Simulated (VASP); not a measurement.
Nb (space group Im-3m): the measured cell of entry 4000948 of the Crystallography Open Database is

```
Nb
1.0
   -1.65061     1.65061     1.65061
    1.65061    -1.65061     1.65061
    1.65061     1.65061    -1.65061
Nb
1
Direct
  0.00000   0.00000   0.00000
```

Calculation: PBEsol GGA, VASP's PBE PAW potentials (set 64) (plane waves; VASP 6.6.1). Numerical set-up: 400 eV cut-off, 18×18×18 Γ-centred mesh, tetrahedra with Blöchl corrections, potentials Nb_sv.

The calculation is for a static lattice at zero pressure; the measurement, whose temperature isn't given here, holds thermal and zero-point expansion. The entry's conditions were not checked, so it may have been measured under pressure.

Task: How far does the relaxed conventional cell lie from the measured one?

Result: 
```tsv
	measured	computed	difference
a (Å)	3.301	3.267	-1.1 %
V (Å³/atom)	17.99	17.43	-3.1 %
```

The structure comes from a measured Nb entry (Im-3m) of the Crystallography Open Database, whose conditions weren't checked. It was relaxed first. Symmetry was kept, so distortions that lower it aren't found.
